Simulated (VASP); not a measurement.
Computed with PBEsol GGA, VASP's PBE PAW potentials (set 64) (plane waves; VASP). For the alloy's cell: Numerical set-up: 400 eV cut-off, 8×8×16 Γ-centred mesh, tetrahedra with Blöchl corrections, potentials Pd Cu.

```csv
end member,E (eV/atom),V (Å³/atom),gap (eV)
Cu (fcc),-4.3094,11.31,0.00
Pd (fcc),-5.9608,14.51,0.00
```

An ordered cell with a fraction 0.25 of the second end member relaxes to

```cif
data_Cu3Pd
_chemical_formula_sum 'Pd1 Cu3'
_space_group_name_H-M_alt 'P 1'
_space_group_IT_number 1
_cell_length_a 5.13455
_cell_length_b 5.13455
_cell_length_c 2.67223
_cell_angle_alpha 58.638
_cell_angle_beta 58.638
_cell_angle_gamma 60.784
loop_
_space_group_symop_operation_xyz
  'x, y, z'
loop_
_atom_site_label
_atom_site_type_symbol
_atom_site_fract_x
_atom_site_fract_y
_atom_site_fract_z
_atom_site_occupancy
Pd1 Pd 0.00000 0.00000 0.00000 1
Cu1 Cu 0.00000 0.50000 0.00000 1
Cu2 Cu 0.50000 0.00000 0.00000 1
Cu3 Cu 0.50000 0.50000 0.00000 1
```

Q: Estimate the mixing energy, the deviation from a linear volume and the gap.

A: Its energy is -4.7930 eV/atom, so the mixing energy is -71 meV/atom. The volume of 12.26 Å³/atom lies +1.2 % from the linear mean. The cell is without a gap at this level.
